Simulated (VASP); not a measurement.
These are PBEsol GGA, VASP's PBE PAW potentials (set 64) (plane waves; VASP 6.6.1) values and carry that method's errors.

Input for VASP

File KPOINTS:
```
Automatic mesh
0
Gamma
5 5 3
0 0 0
```

POSCAR:
```
CaI2
1
    4.4383910000     0.0000000000     0.0000000000
   -2.2191950000     3.8437590000     0.0000000000
    0.0000000000     0.0000000000     7.0656330000
Ca I
1 2
Direct
  0.0000000000   0.0000000000   0.0000000000
  0.3333330000   0.6666670000   0.2443000000
  0.6666670000   0.3333330000   0.7557000000
```

### INCAR
```
ALGO = Normal
EDIFF = 1E-6
ENCUT = 300
GGA = PS
ISIF = 2
ISMEAR = 0
LASPH = T
LCHARG = F
LMAXMIX = 4
LREAL = F
LWAVE = F
NELM = 100
PREC = Accurate
SIGMA = 0.01
SYSTEM = CaI2
```

POTCAR, in this order: Ca_sv I (PBE.64 set). Program: vasp_std.

The run wrote:

File OSZICAR:
```
       N       E                     dE             d eps       ncg     rms          rms(c)
DAV:   1     0.114021207857E+03    0.11402E+03   -0.79191E+03   416   0.842E+02
DAV:   2    -0.438070425463E+01   -0.11840E+03   -0.11733E+03   504   0.207E+02
DAV:   3    -0.103669581823E+02   -0.59863E+01   -0.59784E+01   608   0.461E+01
DAV:   4    -0.105990261130E+02   -0.23207E+00   -0.23202E+00   640   0.817E+00
DAV:   5    -0.106018960948E+02   -0.28700E-02   -0.28696E-02   568   0.848E-01    0.478E+00
DAV:   6    -0.105151296861E+02    0.86766E-01   -0.17737E-01   536   0.248E+00    0.267E+00
DAV:   7    -0.105052021378E+02    0.99275E-02   -0.16897E-01   528   0.239E+00    0.649E-01
DAV:   8    -0.105077719706E+02   -0.25698E-02   -0.12043E-02   488   0.802E-01    0.313E-01
DAV:   9    -0.105080826937E+02   -0.31072E-03   -0.71466E-04   696   0.166E-01    0.914E-02
DAV:  10    -0.105081699174E+02   -0.87224E-04   -0.53507E-04   504   0.125E-01    0.150E-02
DAV:  11    -0.105081973207E+02   -0.27403E-04   -0.57529E-05   600   0.411E-02    0.248E-02
DAV:  12    -0.105082040385E+02   -0.67178E-05   -0.53620E-06   496   0.138E-02    0.779E-03
DAV:  13    -0.105082095414E+02   -0.55029E-05   -0.77148E-06   544   0.151E-02    0.426E-03
DAV:  14    -0.105082096912E+02   -0.14979E-06   -0.19123E-07   392   0.242E-03
   1 F= -.10508210E+02 E0= -.10508210E+02  d E =-.185985E-59
```

**OUTCAR**
```
------------------------ aborting loop because EDIFF is reached ----------------------------------------
  FORCE on cell =-STRESS in cart. coord.  units (eV):
  Direction    XX          YY          ZZ          XY          YZ          ZX
  --------------------------------------------------------------------------------------
  Total        0.2840988      0.2840988      0.4217281      0.0000000      0.0000000     -0.0000000
  in kB        3.7761325      3.7761317      5.6054479      0.0000005      0.0000000     -0.0000000
  external PRESSURE =       4.3859040 kB  Pullay stress =       0.0000000 kB
  volume of cell :      120.54
      direct lattice vectors                 reciprocal lattice vectors
     4.438391000  0.000000000  0.000000000     0.225306874  0.130080967  0.000000000
    -2.219195000  3.843759000  0.000000000     0.000000000  0.260161992  0.000000000
     0.000000000  0.000000000  7.065633000     0.000000000  0.000000000  0.141530136
 POSITION                                       TOTAL-FORCE (eV/Angst)
 -----------------------------------------------------------------------------------
      0.00000      0.00000      0.00000        -0.000000      0.000000      0.000000
     -0.00000      2.56251      1.72613        -0.000000     -0.000000      0.143977
      2.21920      1.28125      5.33950         0.000000      0.000000     -0.143977
 -----------------------------------------------------------------------------------
    total drift:                                0.000000      0.000000      0.000000
  FREE ENERGIE OF THE ION-ELECTRON SYSTEM (eV)
  ---------------------------------------------------
  free  energy   TOTEN  =       -10.5082096912 eV

  energy  without entropy=      -10.5082096912  energy(sigma->0) =      -10.50820969
```
(Selected blocks of OUTCAR.)

At this cut-off the stress carries a Pulay error, which pulls relaxed volumes low.

The structure comes from a computed database's CaI2 entry (P-3m1); how it stands against other phases isn't given here. The cell was not relaxed at this level, and its volume differs by -5.9 % from the start's.
